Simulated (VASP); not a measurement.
# NbAl2N3 (Immm) in VASP: density of states with PBE

Aim: the density of states of NbAl2N3 with PBE.

All numbers are computed with VASP 6.6.1; they aren't measurements. Logs are shortened: lines on timing, memory, paths and dates and some standing lists are left out, and cuts for length are marked.

## (1) Starting point

Symmetry: Immm, No. 71, orthorhombic system. Conventional cell: a = 2.891 Å, b = 4.251 Å, c = 9.195 Å, α = 90.00°, β = 90.00°, γ = 90.00°. Around Al (site symmetry mm2) lie 6 N at 1.97 to 2.13 Å. Nb (site symmetry mmm) is surrounded by 6 N at 2.13 to 2.24 Å. N (site symmetry mm2) has 4 Al at 1.97 to 2.13 Å and 2 Nb at 2.24 Å as nearest neighbours. N (site symmetry mmm) is surrounded by 2 Nb at 2.13 Å and 4 Al at 2.13 Å.

The cell was built by a generator and needn't be a form met in nature.

## (2) Density of states, PBE

Input file POSCAR:

```
NbAl2N3
1.0
   -1.4456500000      2.1253000000      4.5974200000
    1.4456500000     -2.1253000000      4.5974200000
    1.4456500000      2.1253000000     -4.5974200000
Al Nb N
2 1 3
Direct
    0.1694340000      0.6694340000      0.5000000000
    0.8305660000      0.3305660000      0.5000000000
    0.5000000000      0.0000000000      0.5000000000
    0.3145710000      0.3145710000      0.0000000000
    0.6854290000      0.6854290000      0.0000000000
    0.0000000000      0.0000000000      0.0000000000
```

Input file INCAR.step1:

```
PREC     = Accurate       # precision mode
ENCUT    = 520            # plane-wave cutoff, eV
EDIFF    = 1E-6           # SCF threshold, eV
ISMEAR   = 0              # smearing method
SIGMA    = 0.1            # smearing width, eV
LREAL    = False          # projectors in reciprocal space
LASPH    = True           # aspherical terms in the spheres
NELM     = 80             # most SCF steps
ALGO     = Fast           # electronic algorithm
ISIF     = 2              # what is computed and relaxed
LWAVE    = False          # write WAVECAR
LCHARG   = True           # write CHGCAR
LMAXMIX  = 4              # l up to which the mixer works
GGA      = PE             # functional
KPAR     = 4
```

Input file KPOINTS.step1:

```
Automatic mesh
0
Gamma
  12 12 12
```

Input file INCAR.step2:

```
PREC     = Accurate       # precision mode
ENCUT    = 520            # plane-wave cutoff, eV
EDIFF    = 1E-6           # SCF threshold, eV
ISMEAR   = -5             # smearing method
SIGMA    = 0.1            # smearing width, eV
LREAL    = False          # projectors in reciprocal space
LASPH    = True           # aspherical terms in the spheres
NELM     = 80             # most SCF steps
ALGO     = Fast           # electronic algorithm
ISIF     = 2              # what is computed and relaxed
LWAVE    = False          # write WAVECAR
LCHARG   = False          # write CHGCAR
LMAXMIX  = 4              # l up to which the mixer works
GGA      = PE             # functional
LORBIT   = 11             # projections on sites
KPAR     = 4            
NEDOS    = 1001           # points of the DOS
ICHARG   = 11             # starting density
```

Input file KPOINTS.step2:

```
Automatic mesh
0
Gamma
  18 18 18
```

Potentials or basis: VASP PAW PBE potentials, release 64 (Al, Nb_sv, N).

Launch:

```console
$ cat potpaw_PBE.64/Al/POTCAR potpaw_PBE.64/Nb_sv/POTCAR potpaw_PBE.64/N/POTCAR > POTCAR
$ cp INCAR.step1 INCAR
$ cp KPOINTS.step1 KPOINTS
$ mpirun -np 4 vasp_std > vasp.out
$ cp INCAR.step2 INCAR
$ cp KPOINTS.step2 KPOINTS
$ mpirun -np 4 vasp_std > vasp.out
```

OUTCAR:

```text
PREC = Accurate
   ENCUT = 520
   EDIFF = 1E-6
   ISMEAR = -5
   LREAL = False
   LASPH = True
   NELM = 80
   ISIF = 2
   GGA = PE
   LORBIT = 11
   ICHARG = 11

 ion  position               nearest neighbor table
   1  0.169  0.669  0.500-   4 1.97   4 1.97   6 2.13   6 2.13   5 2.13   5 2.13   2 2.97   2 2.97
                             2 2.97   2 2.97   3 3.01   3 3.01   3 3.01   3 3.01   3 3.04   2 3.12
   2  0.831  0.331  0.500-   5 1.97   5 1.97   6 2.13   6 2.13   4 2.13   4 2.13   1 2.97   1 2.97
                             1 2.97   1 2.97   3 3.01   3 3.01   3 3.01   3 3.01   3 3.04   1 3.12
   3  0.500  0.000  0.500-   6 2.13   6 2.13   5 2.24   5 2.24   4 2.24   4 2.24   1 3.01   2 3.01
                             2 3.01   1 3.01   2 3.01   1 3.01   1 3.01   2 3.01   2 3.04   1 3.04
   4  0.315  0.315  0.000-   1 1.97   1 1.97   2 2.13   2 2.13   3 2.24   3 2.24
   5  0.685  0.685  0.000-   2 1.97   2 1.97   1 2.13   1 2.13   3 2.24   3 2.24
   6  0.000  0.000  0.000-   3 2.13   3 2.13   1 2.13   1 2.13   2 2.13   2 2.13

  LATTYP: Found a body centered orthorhombic cell.
 ALAT       =     2.8913000000
 B/A-ratio  =     1.4701345416
 C/A-ratio  =     3.1801750078

  Lattice vectors:

 A1 = (  -1.4456500000,   2.1253000000,   4.5974200000)
 A2 = (   1.4456500000,  -2.1253000000,   4.5974200000)
 A3 = (   1.4456500000,   2.1253000000,  -4.5974200000)

Analysis of symmetry for initial positions (statically):
=====================================================================
 Subroutine PRICEL returns:
 Original cell was already a primitive cell.

 Routine SETGRP: Setting up the symmetry group for a
 body centered orthorhombic supercell.

 Subroutine GETGRP returns: Found  8 space group operations
 (whereof  8 operations were pure point group operations)
 out of a pool of  8 trial point group operations.

The static configuration has the point symmetry D_2h.

Analysis of symmetry for dynamics (positions and initial velocities):
=====================================================================
 Subroutine PRICEL returns:
 Original cell was already a primitive cell.

 Routine SETGRP: Setting up the symmetry group for a
 body centered orthorhombic supercell.

 Subroutine GETGRP returns: Found  8 space group operations
 (whereof  8 operations were pure point group operations)
 out of a pool of  8 trial point group operations.

The dynamic configuration has the point symmetry D_2h.

 Subroutine INISYM returns: Found  8 space group operations
 (whereof  8 operations are pure point group operations),
 and found     1 'primitive' translations

----------------------------------------------------------------------------------------

                                     Primitive cell

  volume of cell :      56.5012

  direct lattice vectors                    reciprocal lattice vectors
    -1.445650000  2.125300000  4.597420000     0.000000000  0.235260904  0.108756650
     1.445650000 -2.125300000  4.597420000     0.345865182  0.000000000  0.108756650
     1.445650000  2.125300000 -4.597420000     0.345865182  0.235260904  0.000000000

  length of vectors
     5.267169512  5.267169512  5.267169512     0.259182758  0.362561351  0.418294653

  position of ions in fractional coordinates (direct lattice)
     0.169434000  0.669434000  0.500000000
     0.830566000  0.330566000  0.500000000
     0.500000000  0.000000000  0.500000000
     0.314571000  0.314571000  0.000000000
     0.685429000  0.685429000  0.000000000
     0.000000000  0.000000000  0.000000000

  ion indices of the primitive-cell ions
   primitive index   ion index
                 1           1
                 2           2
                 3           3
                 4           4
                 5           5
                 6           6

----------------------------------------------------------------------------------------

 KPOINTS: Automatic mesh

Automatic generation of k-mesh.
 Grid dimensions read from file:
 generate k-points for:   18   18   18

 Generating k-lattice:

  Cartesian coordinates                     Fractional coordinates (reciprocal lattice)
     0.000000000  0.013070050  0.006042036     0.055555556  0.000000000 -0.000000000
     0.019214732  0.000000000  0.006042036     0.000000000  0.055555556 -0.000000000
     0.019214732  0.013070050  0.000000000     0.000000000  0.000000000  0.055555556

  Length of vectors
     0.014399042  0.020142297  0.023238592

  Shift w.r.t. Gamma in fractional coordinates (k-lattice)
     0.000000000  0.000000000  0.000000000

 TETIRR: Found  14670 inequivalent tetrahedra from    34992

 Subroutine IBZKPT returns following result:
 ===========================================

 Found    865 irreducible k-points:

 Following reciprocal coordinates:
            Coordinates               Weight
  0.000000  0.000000  0.000000      1.000000
  0.055556 -0.000000  0.000000      4.000000
  0.111111 -0.000000  0.000000      4.000000
  0.166667  0.000000  0.000000      4.000000
  0.222222  0.000000  0.000000      4.000000
  0.277778  0.000000  0.000000      4.000000
[... 16 lines left out ...]
 -0.333333  0.055556  0.000000      8.000000
 -0.277778  0.055556  0.000000      8.000000
 [... further k-points ...]
   k-points           NKPTS =    865   k-points in BZ     NKDIM =    865   number of bands    NBANDS=     21
   number of dos      NEDOS =   1001   number of ions     NIONS =      6
   total plane-waves  NPLWV =  64000
   dimension x,y,z NGX =    40 NGY =   40 NGZ =   40
   dimension x,y,z NGXF=    80 NGYF=   80 NGZF=   80
   ions per type =               2   1   3
   NGX,Y,Z   is equivalent  to a cutoff of  12.63, 12.63, 12.63 a.u.
   NGXF,Y,Z  is equivalent  to a cutoff of  25.25, 25.25, 25.25 a.u.
 SYSTEM =  unknown system
   PREC   = accura    normal or accurate (medium, high low for compatibility)
   ISTART =      0    job   : 0-new  1-cont  2-samecut
   ICHARG =     11    charge: 1-file 2-atom 10-const
   ISPIN  =      1    spin polarized calculation?
   LNONCOLLINEAR =      F non collinear calculations
   LSORBIT =      F    spin-orbit coupling
   LASPH  =      T    aspherical Exc in radial PAW
   ENCUT  =  520.0 eV  38.22 Ry    6.18 a.u.   9.79  9.79  9.79*2*pi/ulx,y,z
   NELM   =     80;   NELMIN=  2; NELMDL=  0     # of ELM steps
   EDIFF  = 0.1E-05   stopping-criterion for ELM
   LREAL  =      F    real-space projection
   EDIFFG = 0.1E-04   stopping-criterion for IOM
   NSW    =      0    number of steps for IOM
   IBRION =     -1    ionic relax: 0-MD 1-quasi-New 2-CG
   NFREE  =      0    steps in history (QN), initial steepest desc. (CG)
   ISIF   =      2    stress and relaxation
   ISYM   =      2    0-nonsym 1-usesym 2-fastsym
   POTIM  = 0.5000    time-step for ionic-motion
   TEBEG  =    0.0;   TEEND  =   0.0 temperature during run
   PSTRESS=    0.0 pullay stress
   NELECT =      34.0000    total number of electrons
   NUPDOWN=      -1.0000    fix difference up-down
   EMIN   =  10.00;   EMAX   =-10.00  energy-range for DOS
   EFERMI =   0.00;   METHOD = LEGACY
   ISMEAR =    -5;   SIGMA  =   0.10  broadening in eV -4-tet -1-fermi 0-gaus
   EFERMI_NEDOS =   21; number of points for ismear=-14 and -15
   IALGO  =     68    algorithm
   IMIX   =      4    mixing-type and parameters
     AMIX     =   0.40;   BMIX     =  1.00
     AMIX_MAG =   1.60;   BMIX_MAG =  1.00
  volume/ion in A,a.u.               =       9.42        63.55
  Fermi-wavevector in a.u.,A,eV,Ry     =   1.382129  2.611845 25.990949  1.910281
  Thomas-Fermi vector in A             =   2.506849
   LORBIT       =     11    0 simple, 1 ext, 2 COOP (PROOUT), +10 PAW based schemes
   GGA     = PE    functional components
   LHFCALC =     F    Hartree Fock is set to
   AEXX    =    0.0000 exact exchange contribution
   IVDW    =     0    specifies the selected vdW correction
   LEPSILON=     F    determine dielectric tensor
   LRPA    =     F    only Hartree local field effects (RPA)
 non-spin polarized calculation
 RMM-DIIS sequential band-by-band and
 Fermi weights with tetrahedron method with Bloechl corrections
  energy-cutoff  :      520.00
  volume of cell :       56.50
 maximum number of plane-waves:      1539

 number of electron      33.9999999 magnetization

 Free energy of the ion-electron system (eV)
  ---------------------------------------------------
  ext. energy  EPLUGINS =         0.00000000
  ---------------------------------------------------
  free energy    TOTEN  =       -48.41639078 eV

  energy without entropy =      -48.41639078  energy(sigma->0) =      -48.41639078

 E-fermi :  12.2629     XC(G=0): -12.5084

 val. band max:       12.3083573696   @ k =  -0.1111  -0.3333   0.1111
 cond. band min:      12.1499373079   @ k =  -0.3333  -0.4444   0.2222
 fundamental gap:     -0.1584200616
 Fermi energy:        12.2628981955

 k-point     1 :       0.0000    0.0000    0.0000
  band No.  band energies     occupation
      1     -43.6551      2.00000
      2     -19.9506      2.00000
      3     -19.8940      2.00000
      4     -19.2577      2.00000
      5      -6.4231      2.00000
      6      -4.1663      2.00000
[... 13 lines left out ...]
     20      14.2126      0.00000
     21      15.4958      0.00000

 k-point     2 :       0.0556   -0.0000    0.0000
  band No.  band energies     occupation
      1     -43.6551      2.00000
      2     -19.9528      2.00000
      3     -19.8940      2.00000
      4     -19.2576      2.00000
      5      -6.3969      2.00000
      6      -4.1548      2.00000
[... 520 lines left out ...]
 k-point    24 :      -0.2778    0.0556    0.0000
  band No.  band energies     occupation
      1     -43.6515      2.00000
      2     -19.9896      2.00000
      3     -19.8890      2.00000
      4     -19.2861      2.00000
      5      -5.8087      2.00000
      6      -3.9207      2.00000
[... 13 lines left out ...]
     20      15.3656      0.00000
     21      15.7099      0.00000

 [... further k-points ...]

------------------------ aborting loop because EDIFF is reached ----------------------------------------

  FORCE on cell =-STRESS in cart. coord.  units (eV):
  Direction    XX          YY          ZZ          XY          YZ          ZX
  --------------------------------------------------------------------------------------
  -------------------------------------------------------------------------------------
  Total       -0.4376810      0.3933906      0.0968041      0.0000000      0.0000000      0.0000000
  in kB      -12.4111122     11.1551913      2.7450292      0.0000000      0.0000000      0.0000000
  external PRESSURE =       0.4963694 kB  Pullay stress =       0.0000000 kB

 VOLUME and BASIS-vectors are now :
 -----------------------------------------------------------------------------
  energy-cutoff  :      520.00
  volume of cell :       56.50
      direct lattice vectors                 reciprocal lattice vectors
    -1.445650000  2.125300000  4.597420000     0.000000000  0.235260904  0.108756650
     1.445650000 -2.125300000  4.597420000     0.345865182  0.000000000  0.108756650
     1.445650000  2.125300000 -4.597420000     0.345865182  0.235260904  0.000000000

 POSITION                                       TOTAL-FORCE (eV/Angst)
 -----------------------------------------------------------------------------------
      1.44565      0.00000      1.55792         0.000000      0.000000      0.018069
      0.00000      2.12530      3.03950        -0.000000     -0.000000     -0.018069
      0.00000      2.12530      0.00000        -0.000000     -0.000000     -0.000000
      0.00000      0.00000      2.89243         0.000000      0.000000     -0.038063
      0.00000      0.00000      6.30241         0.000000      0.000000      0.038063
      0.00000      0.00000      0.00000        -0.000000     -0.000000     -0.000000
 -----------------------------------------------------------------------------------
    total drift:                                0.000000      0.000000      0.000000

  FREE ENERGIE OF THE ION-ELECTRON SYSTEM (eV)
  ---------------------------------------------------
  free  energy   TOTEN  =       -48.4163907771 eV

  energy  without entropy=      -48.4163907771  energy(sigma->0) =      -48.41639078

 total charge

# of ion       s       p       d       tot
------------------------------------------
    1        0.312   0.367   0.000   0.679
    2        0.312   0.367   0.000   0.679
    3        2.164   6.066   2.456  10.686
    4        1.226   2.579   0.000   3.804
    5        1.226   2.579   0.000   3.804
    6        1.235   2.544   0.000   3.779
--------------------------------------------------
tot          6.474  14.501   2.456  23.431
```

Wall time 6.5 min (4 MPI ranks of Intel Xeon 6975P-C (Granite Rapids), shared host); peak memory 1.1 GiB.

What came out:

```
Valence electrons inside the program's atomic spheres : Al 0.68; Nb 10.69; N 3.80, 3.78
```

States per cell in windows of 1 eV (zero at the Fermi level; states under -8 eV left out):
| from (eV) | total | Nb3_d | N4_p | N5_p | N6_p | Al1_p | Al2_p |
| --- | --- | --- | --- | --- | --- | --- | --- |
| -8.0 | 2.63 | 0.15 | 0.29 | 0.29 | 0.29 | 0.07 | 0.07 |
| -7.0 | 2.41 | 0.26 | 0.25 | 0.25 | 0.38 | 0.05 | 0.05 |
| -6.0 | 3.04 | 0.31 | 0.42 | 0.42 | 0.40 | 0.06 | 0.06 |
| -5.0 | 3.73 | 0.27 | 0.61 | 0.61 | 0.54 | 0.06 | 0.06 |
| -4.0 | 3.20 | 0.13 | 0.58 | 0.58 | 0.57 | 0.02 | 0.02 |
| -3.0 | 0.32 | 0.04 | 0.06 | 0.06 | 0.04 | 0.00 | 0.00 |
| -2.0 | 0.69 | 0.36 | 0.04 | 0.04 | 0.01 | 0.00 | 0.00 |
| -1.0 | 1.24 | 0.67 | 0.06 | 0.06 | 0.02 | 0.00 | 0.00 |
| 0.0 | 1.72 | 1.01 | 0.07 | 0.07 | 0.06 | 0.00 | 0.00 |
| 1.0 | 1.61 | 1.00 | 0.03 | 0.03 | 0.10 | 0.01 | 0.01 |
| 2.0 | 1.30 | 0.61 | 0.03 | 0.03 | 0.06 | 0.01 | 0.01 |
| 3.0 | 2.58 | 1.11 | 0.10 | 0.10 | 0.05 | 0.06 | 0.06 |
| 4.0 | 0.85 | 0.23 | 0.03 | 0.03 | 0.03 | 0.04 | 0.04 |
| 5.0 | 0.00 | 0.00 | 0.00 | 0.00 | 0.00 | 0.00 | 0.00 |
| 6.0 | 0.00 | 0.00 | 0.00 | 0.00 | 0.00 | 0.00 | 0.00 |
| 7.0 | 0.00 | 0.00 | 0.00 | 0.00 | 0.00 | 0.00 | 0.00 |

Caveat: tetrahedron occupations give inexact forces and stress in metals.
